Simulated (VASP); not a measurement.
# TiC (Fm-3m) in VASP: notebook, part 2 of 2

VASP 6.6.1.

**3. Relaxation of cell and atoms, PBEsol**

This run uses another cell than the first one, of 10.07 Å³/atom, 0.990 times its volume.

The input, INCAR:

```
SYSTEM = TiC
ALGO     = Normal         ! electronic algorithm
EDIFF    = 1E-6           ! SCF threshold, eV
EDIFFG   = -0.01          ! ionic threshold
ENCUT    = 600            ! plane-wave cutoff, eV
GGA      = PS             ! functional
IBRION   = 2              ! ionic algorithm
ISIF     = 3              ! what is computed and relaxed
ISMEAR   = 1              ! smearing method
LASPH    = .TRUE.         ! aspherical terms in the spheres
LCHARG   = .FALSE.        ! write CHGCAR
LREAL    = .FALSE.        ! projectors in reciprocal space
LWAVE    = .FALSE.        ! write WAVECAR
NELM     = 80             ! most SCF steps
NSW      = 90             ! ionic steps
PREC     = Accurate       ! precision mode
SIGMA    = 0.1            ! smearing width, eV
```

The input, KPOINTS:

```
k-points
0
G
  14 14 14
  0 0 0
```

The input, POSCAR:

```
TiC
1.0
    0.0000000000      2.1593000000      2.1593000000
    2.1593000000      0.0000000000      2.1593000000
    2.1593000000      2.1593000000      0.0000000000
Ti C
1 1
Direct
    0.0000000000      0.0000000000      0.0000000000
    0.5000000000      0.5000000000      0.5000000000
```

Potentials or basis: VASP PAW PBE potentials, release 64 (Ti_sv, C).

On the command line:

```bash
$ cat potpaw_PBE.64/Ti_sv/POTCAR potpaw_PBE.64/C/POTCAR > POTCAR
$ mpirun -np 1 vasp_std > vasp.out
```

Run time: 34 s. Hardware: 1 thread of Intel Xeon Platinum 8488C (Sapphire Rapids), shared host; peak memory 0.16 GiB.

Results (log left out):

```yaml
Free_energy: -19.8027 eV
Relaxed_volume: 9.90 Å³/atom
Relaxed_cell: a = 3.036 Å, b = 3.036 Å, c = 3.036 Å, α = 60.00°, β = 60.00°, γ = 60.00°
Space_group_after_relaxing_to_0.05_Å: Fm-3m (No. 225)
Energy_gained_by_relaxing: 2.4 meV/atom
Ionic_steps: 3
Pressure_after_relaxing: 0.0 GPa
Band_gap_on_the_k_mesh: none (metal or under the smearing width)
```

Step by step:
| step | energy change (eV) | largest force (eV/Å) | pressure (GPa) | volume (Å³) |
| --- | --- | --- | --- | --- |
| 1 | 0.0000 | 0.0000 | -4.41 | 20.14 |
| 2 | 0.0042 | 0.0000 | 6.42 | 19.34 |
| 3 | -0.0048 | 0.0000 | -0.02 | 19.80 |

Final structure:
```cif
data_structure
_symmetry_space_group_name_H-M 'P 1'
_symmetry_Int_Tables_number 1
_cell_length_a 3.0365
_cell_length_b 3.0365
_cell_length_c 3.0365
_cell_angle_alpha 60.000
_cell_angle_beta 60.000
_cell_angle_gamma 60.000
_cell_volume 19.80
loop_
_atom_site_label
_atom_site_type_symbol
_atom_site_fract_x
_atom_site_fract_y
_atom_site_fract_z
_atom_site_occupancy
Ti1 Ti 0.00000 0.00000 0.00000 1
C1 C 0.50000 0.50000 0.50000 1
```

Levels at points of the mesh, in eV from the Fermi level:
| k point | band 6 | band 7 | band 8 | band 9 | band 10 | band 11 |
| --- | --- | --- | --- | --- | --- | --- |
| (0.00, 0.00, 0.00) | 0.67 | 0.67 | 0.67 | 1.74 | 1.74 | 1.74 |
| (0.50, 0.00, 0.00) | -5.99 | -2.98 | -2.98 | 3.02 | 3.02 | 4.26 |
| (0.50, 0.50, 0.00) | -3.46 | -1.75 | 0.00 | 0.00 | 2.83 | 3.65 |

Caveat: the PAW data sets were made with another functional, which shifts forces and pressure a little.

**4. Relaxation of cell and atoms, PBEsol**

This run uses another cell than the first one, of 9.90 Å³/atom, 0.973 times its volume.

Edit INCAR of step 3 so:

```diff
@@ -2,4 +2,4 @@
 ALGO     = Normal         ! electronic algorithm
-EDIFF    = 1E-6           ! SCF threshold, eV
-EDIFFG   = -0.01          ! ionic threshold
+EDIFF    = 1E-7           ! SCF threshold, eV
+EDIFFG   = -0.005         ! ionic threshold
 ENCUT    = 600            ! plane-wave cutoff, eV
```

KPOINTS is that of step 3.

The input, POSCAR:

```
TiC                                     
1.0
    0.0000000000      2.1471057723      2.1471057723
    2.1471057723     -0.0000000000      2.1471057723
    2.1471057723      2.1471057723      0.0000000000
  Ti              C             
     1     1
Direct
     0.0000000000000000    0.0000000000000000    0.0000000000000000
     0.5000000000000000    0.5000000000000000    0.5000000000000000
```

Potentials or basis: VASP PAW PBE potentials, release 64 (Ti_sv, C).

On the command line:

```bash
$ cat potpaw_PBE.64/Ti_sv/POTCAR potpaw_PBE.64/C/POTCAR > POTCAR
$ mpirun -np 1 vasp_std > vasp.out
```

OUTCAR:

```text
SYSTEM = TiC
   EDIFF = 1E-7
   EDIFFG = -0.005
   ENCUT = 600
   GGA = PS
   IBRION = 2
   ISIF = 3
   ISMEAR = 1
   LASPH = .TRUE.
   LREAL = .FALSE.
   NELM = 80
   NSW = 90
   PREC = Accurate

 ion  position               nearest neighbor table
   1  0.000  0.000  0.000-   2 2.15   2 2.15   2 2.15   2 2.15   2 2.15   2 2.15
   2  0.500  0.500  0.500-   1 2.15   1 2.15   1 2.15   1 2.15   1 2.15   1 2.15

  LATTYP: Found a face centered cubic cell.
 ALAT       =     4.2942115446

  Lattice vectors:

 A1 = (   0.0000000000,   2.1471057723,   2.1471057723)
 A2 = (   2.1471057723,   0.0000000000,   2.1471057723)
 A3 = (   2.1471057723,   2.1471057723,   0.0000000000)

Analysis of symmetry for initial positions (statically):
=====================================================================
 Subroutine PRICEL returns:
 Original cell was already a primitive cell.

 Routine SETGRP: Setting up the symmetry group for a
 face centered cubic supercell.

 Subroutine GETGRP returns: Found 48 space group operations
 (whereof 48 operations were pure point group operations)
 out of a pool of 48 trial point group operations.
[... 179 lines left out ...]
      6      10.2801     -0.00000
      7      10.2801     -0.00000
      8      10.2801     -0.00000
      9      11.3468     -0.00000
     10      11.3468     -0.00000
     11      11.3468     -0.00000
     12      11.3893     -0.00000
[... 331 lines left out ...]
 k-point    24 :       0.2857    0.1429    0.0000
  band No.  band energies     occupation
      1     -46.5968      2.00000
      2     -23.0348      2.00000
      3     -22.8273      2.00000
      4     -22.8179      2.00000
      5      -1.3734      2.00000
      6       6.3723      2.00000
      7       7.9038      2.00000
      8       8.4701      2.00000
      9      10.4239     -0.00000
     10      11.9808      0.00000
     11      13.1330      0.00000
     12      14.2910      0.00000

 [... further k-points ...]

------------------------ aborting loop because EDIFF is reached ----------------------------------------

  FORCE on cell =-STRESS in cart. coord.  units (eV):
  Direction    XX          YY          ZZ          XY          YZ          ZX
  --------------------------------------------------------------------------------------
  -------------------------------------------------------------------------------------
  Total       -0.0029465     -0.0029465     -0.0029465     -0.0000000      0.0000000     -0.0000000
  in kB       -0.2384649     -0.2384649     -0.2384649     -0.0000000      0.0000000     -0.0000000
  external PRESSURE =      -0.2384649 kB  Pullay stress =       0.0000000 kB

 VOLUME and BASIS-vectors are now :
 -----------------------------------------------------------------------------
  energy-cutoff  :      600.00
  volume of cell :       19.80
      direct lattice vectors                 reciprocal lattice vectors
     0.000000000  2.147105772  2.147105772    -0.232871620  0.232871620  0.232871620
     2.147105772  0.000000000  2.147105772     0.232871620 -0.232871620  0.232871620
     2.147105772  2.147105772  0.000000000     0.232871620  0.232871620 -0.232871620

 POSITION                                       TOTAL-FORCE (eV/Angst)
 -----------------------------------------------------------------------------------
      0.00000      0.00000      0.00000         0.000000     -0.000000      0.000000
      2.14711      2.14711      2.14711         0.000000      0.000000      0.000000
 -----------------------------------------------------------------------------------
    total drift:                                0.000000     -0.000000     -0.000000

  FREE ENERGIE OF THE ION-ELECTRON SYSTEM (eV)
  ---------------------------------------------------
  free  energy   TOTEN  =       -19.8022286427 eV

  energy  without entropy=      -19.8022758224  energy(sigma->0) =      -19.80224437

 reached required accuracy - stopping structural energy minimisation
```

Wall time 17 s (1 thread of Intel Xeon Platinum 8488C (Sapphire Rapids), shared host); peak memory 0.16 GiB.

What came out:

```yaml
Free_energy: -19.8022 eV
Pressure_after_relaxing: 0.0 GPa
Band_gap_on_the_k_mesh: none (metal or under the smearing width)
```

Final structure:
```xyz
2
Lattice="0.0000 2.1471 2.1471 2.1471 0.0000 2.1471 2.1471 2.1471 0.0000" Properties=species:S:1:pos:R:3 pbc="T T T"
Ti    0.0000    0.0000    0.0000
C     2.1471    2.1471    2.1471
```

Caveat: the relaxation stopped at its first step, so nothing moved; the PAW data sets were made with another functional, which shifts forces and pressure a little.
